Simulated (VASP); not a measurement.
A cell of PbO (litharge) near equilibrium:

```xyz
4
Lattice="3.9897 0.0000 0.0000 0.0000 3.9897 0.0000 0.0000 0.0000 5.0319" Properties=species:S:1:pos:R:3 pbc="T T T"
Pb     1.9949     0.0000     3.8459
Pb     0.0000     1.9949     1.1860
O      1.9949     1.9949     0.0000
O      0.0000     0.0000     0.0000
```

Level of theory: PBEsol GGA, VASP's PBE PAW potentials (set 64) (plane waves; VASP).

Without a dispersion term in the relaxation, distances and binding between the weakly bound layers, chains or molecules are unreliable, and so is what depends on them. Unless said otherwise, spin-orbit coupling is left out, though it shifts the bands of the heavy elements here.

```tsv
run	ΔE (meV/atom)	σxx	σyy	σzz	largest shear component, with its sign (GPa)	largest force (eV/Å)	gap (eV)
as it is	0.0	-0.03	-0.03	0.00	0.00	0.016	1.21
after one change	0.3	-0.02	-0.01	0.00	-0.41	0.063	1.21
```
Stress is in GPa, positive when the cell is compressed; gaps are those on the k-mesh, and 0.00 means metallic.

Problem. Which change was made?
(A) atom 3 (O) moved by -0.150 Å along z
(B) biaxial strain of +1.5 % in the xy plane
(C) shear strain γ_yz = +1.0 %
(D) uniaxial strain of +2.0 % along y

Solution. C, shear strain γ_yz = +1.0 %

The compound is PbO in the litharge structure.
